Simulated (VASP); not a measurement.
Computed with r2SCAN meta-GGA, VASP's PBE PAW potentials (set 64) (plane waves; VASP).

Input for VASP

File KPOINTS_OPT:
```
k-points along high-symmetry lines
20
Line-mode
Reciprocal
  0.000000   0.000000   0.000000 ! GAMMA
  0.500000   0.000000   0.000000 ! M

  0.500000   0.000000   0.000000 ! M
  0.333333   0.333333   0.000000 ! K

  0.333333   0.333333   0.000000 ! K
  0.000000   0.000000   0.000000 ! GAMMA
```

**INCAR**
```
ENCUT  =  400
LMAXMIX  =  4   ! l cut-off of mixed one-centre charges
ALGO  =  Normal   ! blocked Davidson
LMIXTAU  =  T
LASPH  =  T
LCHARG  =  F
METAGGA  =  R2SCAN
SYSTEM  =  Se
NEDOS  =  601   ! DOS grid
LREAL  =  F
NELM  =  100   ! most electronic steps
LORBIT  =  11
EDIFF  =  1E-7   ! SCF stop (eV)
ISMEAR  =  -5   ! tetrahedra, Bloechl
LWAVE  =  F
PREC  =  Accurate
ISIF  =  2   ! forces and stress, cell fixed
```

**KPOINTS**
```
Automatic mesh
0
Gamma
11 11 1
0 0 0
```

POSCAR:
```
Se
28.4982210
  0.1545682330   0.0000000000   0.0000000000
 -0.0772841165   0.1338600138   0.0000000000
  0.0000000000   0.0000000000   0.4999999964
Se
2
direct
  0.0000000000   0.0000000000   0.5000000000
  0.6666670000   0.3333330000   0.5000000000
```

POTCAR, in this order: Se (PBE.64 set). Program: vasp_std.

The run wrote:

**OUTCAR**
```
 ion  position               nearest neighbor table
   1  0.000  0.000  0.500-   2 2.54   2 2.54   2 2.54
   2  0.667  0.333  0.500-   1 2.54   1 2.54   1 2.54
  LATTYP: Found a hexagonal cell.
 ALAT       =     4.4049196628
 C/A-ratio  =     3.2348173150
 Subroutine PRICEL returns:
 Original cell was already a primitive cell.
 Subroutine GETGRP returns: Found 24 space group operations
The static configuration has the point symmetry D_3h.
 The point group associated with its full space group is D_6h.
The dynamic configuration has the point symmetry D_3h.
 Subroutine INISYM returns: Found 24 space group operations
 Subroutine IBZKPT returns following result:
 Found     16 irreducible k-points:

 Following reciprocal coordinates:
            Coordinates               Weight
  0.000000  0.000000  0.000000      1.000000
  0.090909  0.000000  0.000000      6.000000
  0.181818  0.000000  0.000000      6.000000
  0.272727 -0.000000  0.000000      6.000000
  0.363636 -0.000000  0.000000      6.000000
  0.454545 -0.000000  0.000000      6.000000
  0.090909  0.090909  0.000000      6.000000
  0.181818  0.090909  0.000000     12.000000
  0.272727  0.090909  0.000000     12.000000
  0.363636  0.090909  0.000000     12.000000
  0.454545  0.090909  0.000000      6.000000
  0.181818  0.181818  0.000000      6.000000
  0.272727  0.181818  0.000000     12.000000
  0.363636  0.181818  0.000000     12.000000
  0.272727  0.272727  0.000000      6.000000
  0.363636  0.272727  0.000000      6.000000
   k-points           NKPTS =     16   k-points in BZ     NKDIM =     16   number of bands    NBANDS=     10
   number of dos      NEDOS =    601   number of ions     NIONS =      2
   total plane-waves  NPLWV =  86400
   dimension x,y,z NGX =    30 NGY =   30 NGZ =   96
   dimension x,y,z NGXF=    60 NGYF=   60 NGZF=  192
   ions per type =               2
...
```

**OSZICAR**
```
       N       E                     dE             d eps       ncg     rms          rms(c)
DAV:   1     0.560618287150E+02    0.56062E+02   -0.33358E+03   320   0.664E+02
DAV:   2    -0.219326851416E+02   -0.77995E+02   -0.74228E+02   554   0.124E+02
DAV:   3    -0.297958197521E+02   -0.78631E+01   -0.77491E+01   400   0.550E+01
DAV:   4    -0.299702026945E+02   -0.17438E+00   -0.17105E+00   438   0.832E+00
DAV:   5    -0.299720113545E+02   -0.18087E-02   -0.20457E-02   440   0.616E-01    0.542E+00
DAV:   6    -0.293251370180E+02    0.64687E+00   -0.18284E-01   386   0.367E+00    0.355E+00
DAV:   7    -0.264574844298E+02    0.28677E+01   -0.10662E+00   328   0.666E+00    0.859E-01
DAV:   8    -0.275609244888E+02   -0.11034E+01   -0.72739E-01   320   0.609E+00    0.348E-01
DAV:   9    -0.277477591991E+02   -0.18683E+00   -0.48725E-02   328   0.185E+00    0.179E-01
DAV:  10    -0.275606016728E+02    0.18716E+00   -0.17469E-02   320   0.141E+00    0.867E-02
DAV:  11    -0.273358674396E+02    0.22473E+00   -0.48235E-02   320   0.240E+00    0.549E-02
DAV:  12    -0.273152872014E+02    0.20580E-01   -0.38328E-02   320   0.215E+00    0.852E-02
DAV:  13    -0.273191932580E+02   -0.39061E-02   -0.13510E-03   346   0.474E-01    0.756E-02
DAV:  14    -0.273300505710E+02   -0.10857E-01   -0.26752E-02   320   0.158E+00    0.725E-02
DAV:  15    -0.273222728775E+02    0.77777E-02   -0.34634E-03   320   0.482E-01    0.636E-02
DAV:  16    -0.273311394025E+02   -0.88665E-02   -0.36372E-03   320   0.620E-01    0.559E-02
DAV:  17    -0.273237038210E+02    0.74356E-02   -0.30805E-03   320   0.500E-01    0.508E-02
DAV:  18    -0.273261240942E+02   -0.24203E-02   -0.27743E-03   320   0.510E-01    0.145E-02
DAV:  19    -0.273265514784E+02   -0.42738E-03   -0.86266E-04   320   0.311E-01    0.174E-02
DAV:  20    -0.273249115410E+02    0.16399E-02   -0.49200E-04   320   0.262E-01    0.108E-02
DAV:  21    -0.273238330082E+02    0.10785E-02   -0.66850E-04   334   0.269E-01    0.680E-03
DAV:  22    -0.273249302180E+02   -0.10972E-02   -0.66139E-04   320   0.334E-01    0.528E-03
DAV:  23    -0.273250348033E+02   -0.10459E-03   -0.55991E-04   320   0.327E-01    0.421E-03
DAV:  24    -0.273262925470E+02   -0.12577E-02   -0.49432E-04   320   0.265E-01    0.496E-03
DAV:  25    -0.273264807385E+02   -0.18819E-03   -0.46866E-05   326   0.903E-02    0.606E-03
DAV:  26    -0.273262189965E+02    0.26174E-03   -0.18800E-05   320   0.539E-02    0.500E-03
DAV:  27    -0.273265111084E+02   -0.29211E-03   -0.10066E-04   320   0.128E-01    0.278E-03
DAV:  28    -0.273265856759E+02   -0.74568E-04   -0.21213E-05   320   0.525E-02    0.231E-03
DAV:  29    -0.273266289841E+02   -0.43308E-04   -0.14909E-05   320   0.437E-02    0.162E-03
DAV:  30    -0.273266281806E+02    0.80343E-06   -0.66619E-06   336   0.328E-02    0.925E-04
DAV:  31    -0.273266224056E+02    0.57750E-05   -0.22703E-06   320   0.214E-02    0.110E-03
DAV:  32    -0.273266336531E+02   -0.11247E-04   -0.33679E-06   320   0.229E-02    0.709E-04
DAV:  33    -0.273266322447E+02    0.14083E-05   -0.46423E-07   320   0.792E-03    0.633E-04
DAV:  34    -0.273266332381E+02   -0.99339E-06   -0.61588E-07   320   0.826E-03    0.342E-04
DAV:  35    -0.273266336028E+02   -0.36470E-06   -0.10601E-07   192   0.527E-03    0.115E-04
DAV:  36    -0.273266336734E+02   -0.70600E-07   -0.14215E-07   304   0.399E-03
   1 F= -.27326634E+02 E0= -.27326634E+02  d E =0.000000E+00
       N       E                     dE             ncg
       N       E                     dE             ncg
       N       E                     dE             ncg
       N       E                     dE             ncg
```

### OUTCAR
```
------------------------ aborting loop because EDIFF is reached ----------------------------------------
  FORCE on cell =-STRESS in cart. coord.  units (eV):
  Direction    XX          YY          ZZ          XY          YZ          ZX
  --------------------------------------------------------------------------------------
  Total        0.2996018      0.2996018     -0.0220018      0.0000000     -0.0000000      0.0000000
  in kB        2.0047521      2.0047520     -0.1472224      0.0000000     -0.0000000      0.0000000
  external PRESSURE =       1.2874272 kB  Pullay stress =       0.0000000 kB
  volume of cell :      239.44
      direct lattice vectors                 reciprocal lattice vectors
     4.404919663  0.000000000  0.000000000     0.227018896  0.131069423  0.000000000
    -2.202459831  3.814772257  0.000000000     0.000000000  0.262138847  0.000000000
     0.000000000  0.000000000 14.249110396     0.000000000  0.000000000  0.070179820
 POSITION                                       TOTAL-FORCE (eV/Angst)
 -----------------------------------------------------------------------------------
      0.00000      0.00000      7.12456         0.000000     -0.000000      0.000000
      2.20246      1.27159      7.12456        -0.000000      0.000000      0.000000
 -----------------------------------------------------------------------------------
    total drift:                               -0.000786      0.000454      0.000000
  FREE ENERGIE OF THE ION-ELECTRON SYSTEM (eV)
  ---------------------------------------------------
  free  energy   TOTEN  =       -27.3266336734 eV

  energy  without entropy=      -27.3266336734  energy(sigma->0) =      -27.32663367

 total charge

# of ion       s       p       d       tot
------------------------------------------
    1        1.524   2.164   0.045   3.733
    2        1.524   2.164   0.045   3.733
--------------------------------------------------
tot          3.048   4.327   0.091   7.466
```
(Selected blocks of OUTCAR.)

**OUTCAR**
```
 val. band max:       -3.4044006798   @ k =   0.0000   0.0000   0.0000

 cond. band min:      -3.4372133132   @ k =   0.2727   0.2727   0.0000


 Fermi energy:        -3.4051113728

 k-point     1 :       0.0000    0.0000    0.0000
  band No.  band energies     occupation
      1     -19.7441      2.00000
      2     -13.6953      2.00000
      3      -8.6122      2.00000
      4      -8.6121      2.00000
      5      -7.5199      2.00000
      6      -3.4044      1.85729
      7      -3.4044      0.00000
      8      -2.6376      0.00000
      9       0.9540      0.00000
     10       2.2142      0.00000

 k-point     2 :       0.0909    0.0000    0.0000
  band No.  band energies     occupation
      1     -19.6797      2.00000
      2     -13.9608      2.00000
      3      -8.6976      2.00000
      4      -8.3652      2.00000
      5      -7.4572      2.00000
      6      -3.4127      1.69735
      7      -3.1875      0.00000
      8      -2.7829      0.00000
      9       1.0564      0.00000
     10       2.2900      0.00000

 k-point     3 :       0.1818    0.0000    0.0000
  band No.  band energies     occupation
      1     -19.4894      2.00000
      2     -14.6045      2.00000
      3      -8.9050      2.00000
      4      -7.8224      2.00000
      5      -7.2725      2.00000
      6      -3.3361      0.34415
      7      -3.1766      0.00000
      8      -2.5981      0.00000
      9       1.3424      0.00000
     10       2.5096      0.00000

 k-point     4 :       0.2727   -0.0000    0.0000
  band No.  band energies     occupation
      1     -19.1854      2.00000
      2     -15.3857      2.00000
      3      -9.1408      2.00000
      4      -7.3268      2.00000
      5      -6.9794      2.00000
      6      -3.7209      2.08653
      7      -2.9784      0.00000
      8      -1.7752      0.00000
      9       1.7796      0.00000
     10       2.8415      0.00000

 k-point     5 :       0.3636   -0.0000    0.0000
...
```

The cell holds a wide vacuum, so values per volume refer to the whole cell. For a metal the tetrahedron method with Blöchl corrections gives inexact stress and forces.

The cell is a sheet with vacuum, built from a generated structure.
